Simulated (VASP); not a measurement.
Write the native input for VASP 6.6.1 that does the following.

| Item | Value |
| --- | --- |
| Task | single point |
| Functional | PBE |
| Potentials or basis | VASP PAW PBE potentials, release 64 (Mn_pv, H) |
| Cutoff | 520 eV |
| k mesh | 4 × 4 × 1 |
| Occupations | gaussian, width 0.1 eV |
| Spin | collinear spin, typed start |
| Starting moments | [4.0, 0.0, 0.0, 0.0, 0.0] μB |
| Dipole correction | yes |
| Further INCAR settings | ALGO = Normal; EDIFF = 1e-06; NBANDS = 20 |

The structure of MnH4 lies in POSCAR:

```
MnH4
1.0
    3.3982957326      0.0000000000      0.0000000000
    0.0000000000      3.3982957326      0.0000000000
    0.0000000000      0.0000000000     23.8000000000
Mn H
1 4
Direct
    0.0000000000      0.0000000000      0.2941176471
    0.8411054139      0.5000000000      0.2941176471
    0.1588945861      0.5000000000      0.2941176471
    0.5000000000      0.1588945861      0.2941176471
    0.5000000000      0.8411054139      0.2941176471
```

The cell was built by a generator and needn't be a form met in nature.

One way to write it, as run:

INCAR

```
SYSTEM = MnH4
PREC = Accurate
ENCUT = 520
EDIFF = 1E-6
ISMEAR = 0
SIGMA = 0.1
LREAL = .FALSE.
LASPH = .TRUE.
NELM = 150
ALGO = Normal
ISIF = 2
LWAVE = .FALSE.
LCHARG = .TRUE.
ISPIN = 2
MAGMOM = 4 0 0 0 0
LORBIT = 11
LMAXMIX = 4
LDIPOL = .TRUE.
IDIPOL = 3
DIPOL = 0.5 0.5 0.294
GGA = PE
LELF = .TRUE.
LVHAR = .TRUE.
LVACPOTAV = .TRUE.
NBANDS = 20
```

KPOINTS

```
regular mesh
0
G
  4 4 1
  0 0 0
```

Potentials or basis: VASP PAW PBE potentials, release 64 (Mn_pv, H).

Command:

```sh
$ cat potpaw_PBE.64/Mn_pv/POTCAR potpaw_PBE.64/H/POTCAR > POTCAR
$ mpirun -np 1 vasp_std > vasp.out
```

It gave:

The largest force is 0.011 eV/Å and the band gap on the k mesh is none (metal or under the smearing width). The net moment is 3.00 μB per cell, the site moments are Mn +2.82; H -0.01 μB and the valence electrons inside the program's atomic spheres are Mn 11.80; H 0.54. The work function of the upper face is 3.48 eV. The work function of the lower face is 3.48 eV.

Caveat: the k mesh is coarse (spacing up to 0.46 Å⁻¹), so the values aren't converged.

Wall time 100 s on 1 thread of Intel(R) Xeon(R) 6975P-C (Granite Rapids) (shared host), peak memory 0.49 GiB.
